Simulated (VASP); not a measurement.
All values below come from LDA (Ceperley-Alder, Perdew-Zunger), VASP's LDA PAW potentials (set 64) (plane waves; VASP).

A VASP calculation is set up with these files.

### INCAR
```
SYSTEM = Re
LASPH = .TRUE.
ENCUT = 500   ! plane-wave cut-off (eV)
ISIF = 3
IBRION = 2
ISMEAR = 1   ! Methfessel-Paxton
SIGMA = 0.1
PREC = Accurate
LMAXMIX = 6
LCHARG = .FALSE.
NELM = 100   ! most electronic steps
LREAL = .FALSE.
EDIFF = 1E-6
ALGO = Normal   ! blocked Davidson
LWAVE = .FALSE.
PSTRESS = 100
EDIFFG = -0.02   ! ionic stop
NSW = 40
```

KPOINTS:
```
Automatic mesh
0
G
  15 15 8
```

**POSCAR**
```
Re
1
    1.3588387693    -2.3535776759    -0.0000000000
    1.3588387693     2.3535776759     0.0000000000
    0.0000000000     0.0000000000     4.3989621353
Re
2
Direct
  0.3333330000   0.6666670000   0.2500000000
  0.6666670000   0.3333330000   0.7500000000
```

POTCAR, in this order: Re (LDA.64 set). Program: vasp_std.

Output

OSZICAR:
```
       N       E                     dE             d eps       ncg     rms          rms(c)
DAV:   1     0.103205859600E+03    0.10321E+03   -0.61379E+03  3345   0.129E+03
DAV:   2    -0.207301668132E+02   -0.12394E+03   -0.11352E+03  4704   0.500E+02
DAV:   3    -0.285838345269E+02   -0.78537E+01   -0.68675E+01  5025   0.156E+02
DAV:   4    -0.289071185080E+02   -0.32328E+00   -0.27946E+00  5039   0.224E+01
DAV:   5    -0.289152282052E+02   -0.81097E-02   -0.77998E-02  5055   0.251E+00    0.464E+01
DAV:   6    -0.278751878774E+02    0.10400E+01   -0.97010E-01  5094   0.176E+01    0.206E+01
DAV:   7    -0.275198929174E+02    0.35529E+00   -0.71975E-01  5248   0.145E+01    0.438E-01
DAV:   8    -0.275098369777E+02    0.10056E-01   -0.84891E-03  5075   0.106E+00    0.159E-01
DAV:   9    -0.275089903699E+02    0.84661E-03   -0.51140E-04  4534   0.256E-01    0.413E-02
DAV:  10    -0.275089817031E+02    0.86668E-05   -0.63547E-05  4753   0.860E-02    0.272E-02
DAV:  11    -0.275089818773E+02   -0.17424E-06   -0.86254E-07  2831   0.231E-02
   1 F= -.25752814E+02 E0= -.25752739E+02  d E =-.257528E+02
```

OUTCAR:
```
------------------------ aborting loop because EDIFF is reached ----------------------------------------
  FORCE on cell =-STRESS in cart. coord.  units (eV):
  Direction    XX          YY          ZZ          XY          YZ          ZX
  --------------------------------------------------------------------------------------
  Total        1.7305775      1.7305774      1.7276357      0.0000000      0.0000000      0.0000000
  in kB       98.5428146     98.5428052     98.3753021      0.0000000      0.0000000      0.0000000
  external PRESSURE =      -1.5130260 kB  Pullay stress =     100.0000000 kB
  volume of cell :       28.14
      direct lattice vectors                 reciprocal lattice vectors
     1.358838769 -2.353577676  0.000000000     0.367961241 -0.212442532  0.000000000
     1.358838769  2.353577676  0.000000000     0.367961241  0.212442532  0.000000000
     0.000000000  0.000000000  4.398962135     0.000000000  0.000000000  0.227326349
 POSITION                                       TOTAL-FORCE (eV/Angst)
 -----------------------------------------------------------------------------------
      1.35884      0.78453      1.09974        -0.000000     -0.000000      0.000000
      1.35884     -0.78453      3.29922         0.000000      0.000000      0.000000
 -----------------------------------------------------------------------------------
    total drift:                               -0.000001      0.000005     -0.000016
  FREE ENERGIE OF THE ION-ELECTRON SYSTEM (eV)
  ---------------------------------------------------
  free  energy   TOTEN  =       -27.5089818773 eV

  energy  without entropy=      -27.5087588268  energy(sigma->0) =      -27.50890753
  enthalpy is  TOTEN    =       -25.7528137035 eV   P V=        1.7561681738

 reached required accuracy - stopping structural energy minimisation
```
(Selected blocks of OUTCAR.)

The compound is Re in the hcp structure. It was relaxed first under an external pressure of 10 GPa.
